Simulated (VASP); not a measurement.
Input:

```yaml
crystal:
  lattice:
    - [4.46833, 0.00000, 0.00000]
    - [0.00000, 4.46833, 0.00000]
    - [0.00000, 0.00000, 4.46833]
  atoms:
    - { symbol: Mg, position: [0.50000, 0.50000, 0.00000] }
    - { symbol: Mg, position: [0.00000, 0.50000, 0.50000] }
    - { symbol: Mg, position: [0.50000, 0.00000, 0.50000] }
    - { symbol: Tl, position: [0.00000, 0.00000, 0.00000] }
```

Calculation: PBEsol GGA, VASP's PBE PAW potentials (set 64) (plane waves; VASP 6.6.1). Numerical set-up: 400 eV cut-off, 8×8×8 Γ-centred mesh, tetrahedra with Blöchl corrections, potentials Mg Tl_d.

The cores are frozen, which limits the accuracy of field gradients.

Task: Give the principal components of the electric field gradient (V/Å²) and the asymmetry η at each nucleus.

Result: 
| atom | Vxx | Vyy | Vzz | η |
|---|---|---|---|---|
| Mg1 | 1.1 | 1.1 | -2.3 | 0.00 |
| Mg2 | 1.1 | 1.1 | -2.3 | 0.00 |
| Mg3 | 1.1 | 1.1 | -2.3 | 0.00 |
| Tl4 | 0.0 | 0.0 | 0.0 | - |

The structure comes from a computed database's Mg3Tl entry (Pm-3m); how it stands against other phases isn't given here. It was relaxed first.
